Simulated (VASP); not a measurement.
The system is Ba3Y.

```
CELL_PARAMETERS angstrom
8.44422 0.00000 0.00000
-4.22211 7.31291 0.00000
0.00000 0.00000 6.73617
ATOMIC_POSITIONS crystal
Ba 0.17211 0.34423 0.25000
Ba 0.17211 0.82789 0.25000
Ba 0.65577 0.82789 0.25000
Ba 0.82789 0.65577 0.75000
Ba 0.82789 0.17211 0.75000
Ba 0.34423 0.17211 0.75000
Y 0.33333 0.66667 0.75000
Y 0.66667 0.33333 0.25000
```

The cell comes from a database or a generator and needn't be the stable form of this composition.

```yaml
Program: VASP 6.6.1
Task: single point
Functional: PBE
Potentials_or_basis: VASP PAW PBE potentials, release 64 (Ba_sv, Y_sv)
Cutoff: 520 eV
k_mesh: 4 × 4 × 4
Occupations: fermi-dirac, width 0.05 eV
Spin: no spin polarisation
```

On this cell: pressure 0.0 GPa; largest force 0.007 eV/Å; band gap on the k mesh none (metal or under the smearing width).

The same run follows on a disturbed copy (atoms moved at random, drawn with an rms of 0.05 Å):

```
Ba Y
1.0
     8.44422    0.00000    0.00000
    -4.22211    7.31291    0.00000
     0.00000    0.00000    6.73617
Ba Y
6 2
Direct
  0.17306 0.34253 0.24069
  0.16856 0.82808 0.25597
  0.65859 0.83474 0.25065
  0.82341 0.65708 0.75471
  0.82601 0.17225 0.75079
  0.35377 0.16980 0.73862
  0.33475 0.66674 0.75419
  0.67012 0.34526 0.25147
```

**Question.** What changes?

**Answer.** The energy (extrapolated to zero smearing) moves by +3.5 meV/atom; pressure 0.0 GPa; largest force 0.231 eV/Å; band gap on the k mesh none (metal or under the smearing width).

Forces in eV/Å, atoms in the order of the input:
```
Ba   0.010  0.060  0.086
Ba   0.070  0.004 -0.085
Ba  -0.084 -0.020  0.036
Ba   0.062  0.058 -0.020
Ba   0.115  0.058 -0.038
Ba  -0.186 -0.002  0.136
Y   -0.020 -0.051 -0.064
Y    0.032 -0.108 -0.050
```

Stress tensor (GPa, compression positive):
```
-0.10  0.05  0.02
 0.05 -0.05  0.03
 0.02  0.03  0.18
```
